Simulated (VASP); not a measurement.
Given:

```yaml
crystal:
  lattice:
    - [3.47706, 0.00000, 0.00000]
    - [-1.73853, 3.01122, 0.00000]
    - [0.00000, 0.00000, 11.16421]
  atoms:
    - { symbol: Tl, position: [0.00000, 0.00000, 0.00000] }
    - { symbol: Tl, position: [0.00000, 0.00000, 0.50000] }
    - { symbol: Tl, position: [0.33333, 0.66667, 0.25000] }
    - { symbol: Tl, position: [0.66667, 0.33333, 0.75000] }
```

The numbers are results of PBE GGA, VASP's PBE PAW potentials (set 64) (plane waves; VASP 6.6.1), not measurements. Run with 300 eV cut-off, 11×11×3 Γ-centred mesh, Fermi-Dirac smearing of 0.10 eV, potentials Tl_d.

Q: Give the energies of bands 21 to 30 at the high-symmetry points, in eV from the Fermi level.

A: 
```json
[
 {"band": "21", "Γ": "-9.87", "M": "-5.61", "K": "-4.58", "A": "-9.53", "L": "-5.41", "H": "-4.36"},
 {"band": "22", "Γ": "-8.48", "M": "-5.22", "K": "-4.35", "A": "-9.53", "L": "-5.41", "H": "-4.36"},
 {"band": "23", "Γ": "-8.47", "M": "-4.70", "K": "-4.35", "A": "-6.74", "L": "-4.51", "H": "-4.34"},
 {"band": "24", "Γ": "-5.14", "M": "-4.02", "K": "-4.09", "A": "-6.74", "L": "-4.51", "H": "-4.34"},
 {"band": "25", "Γ": "-2.73", "M": "-2.58", "K": "-0.82", "A": "-0.46", "L": "-1.70", "H": "-1.07"},
 {"band": "26", "Γ": "3.25", "M": "-2.25", "K": "-0.56", "A": "-0.46", "L": "-1.70", "H": "-1.07"},
 {"band": "27", "Γ": "3.26", "M": "-0.23", "K": "-0.56", "A": "7.46", "L": "-1.03", "H": "0.11"},
 {"band": "28", "Γ": "7.90", "M": "0.23", "K": "-0.39", "A": "7.46", "L": "-1.03", "H": "0.11"},
 {"band": "29", "Γ": "7.90", "M": "1.90", "K": "-0.39", "A": "8.17", "L": "3.55", "H": "0.93"},
 {"band": "30", "Γ": "8.86", "M": "2.89", "K": "1.74", "A": "8.17", "L": "3.55", "H": "0.93"}
]
```

It has no gap at this level: it comes out as a metal or semimetal.

The structure comes from a computed database's Tl entry; how it stands against other phases isn't given here. The cell was not relaxed at this level.
